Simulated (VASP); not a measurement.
The system is Ti2SiTe2.

```xyz
5
Lattice="-2.2736 2.6860 4.7840 2.2736 -2.6860 4.7840 2.2736 2.6860 -4.7840" Properties=species:S:1:pos:R:3 pbc="T T T"
Ti    2.2736    0.0000    2.9533
Ti    0.0000    2.6860    1.8307
Si    0.0000    0.0000    0.0000
Te    0.0000    1.2585    4.7840
Te    2.2736    1.4275    0.0000
```

The cell was built by a generator and needn't be a form met in nature.

| Property | Result |
| --- | --- |
| Program | VASP 6.6.1 |
| Task | relaxation of cell and atoms |
| Functional | PBE |
| Potentials or basis | VASP PAW PBE potentials, release 64 (Ti_sv, Si, Te) |
| Cutoff | 520 eV |
| k mesh | 4 × 4 × 4 |
| Occupations | gaussian, width 0.15 eV |
| Spin | no spin polarisation |

At the start: pressure 4.1 GPa; volume 23.37 Å³/atom.

Q: Where does the relaxation end?

A: Over 21 steps the energy falls by 1348.8 meV/atom and the volume is 20.35 Å³/atom (-12.9 %); space group Immm (No. 71, to 0.05 Å).

The path:
| step | energy change (eV) | largest force (eV/Å) | pressure (GPa) | volume (Å³) |
| --- | --- | --- | --- | --- |
| 1 | 0.0000 | 2.6539 | 4.09 | 116.86 |
| 2 | -2.1002 | 1.7926 | -6.59 | 125.33 |
| 3 | -2.3065 | 2.0327 | -7.06 | 126.76 |
| 4 | -2.5250 | 2.3720 | -6.87 | 129.07 |
| 5 | -3.7881 | 2.6273 | 0.67 | 110.49 |
| 6 | -3.8847 | 2.6514 | 1.08 | 110.12 |
| 7 | -4.9878 | 2.0354 | 1.10 | 104.62 |
| 8 | -5.1400 | 2.9057 | 2.70 | 102.08 |
| 9 | -6.3304 | 1.3723 | -2.04 | 104.59 |
| 10 | -6.4400 | 0.9321 | -2.50 | 104.98 |
| 11 | -6.4561 | 0.7480 | -2.53 | 105.12 |
| 12 | -6.5571 | 0.4668 | 2.61 | 99.16 |
| 13 | -6.5593 | 0.5134 | 2.13 | 99.81 |
| 14 | -6.6689 | 0.2026 | 1.24 | 100.52 |
| 15 | -6.7104 | 0.1938 | 1.04 | 101.14 |
| 16 | -6.7343 | 0.1802 | -1.35 | 103.83 |
| 17 | -6.7420 | 0.0545 | -0.66 | 102.95 |
| 18 | -6.7422 | 0.0560 | -0.66 | 102.91 |
| 19 | -6.7340 | 0.0930 | 0.15 | 102.03 |
| 20 | -6.7420 | 0.0578 | -0.50 | 102.87 |
| 21 | -6.7438 | 0.0414 | 0.28 | 101.77 |

Final structure:
```
Ti Si Te
1.0
    -1.88308    4.18081    3.23167
     1.88308   -4.18081    3.23167
     1.88308    4.18081   -3.23167
Ti Si Te
2 1 2
Direct
  0.25555 0.75555 0.50000
  0.74445 0.24445 0.50000
  0.00000 0.00000 0.00000
  0.70360 0.50000 0.20360
  0.29640 0.50000 0.79640
```

Caveat: the k mesh is coarse (spacing up to 0.45 Å⁻¹), so the values aren't converged; the relaxation stopped at a loose force limit of 0.08 eV/Å, so its end isn't a converged minimum.
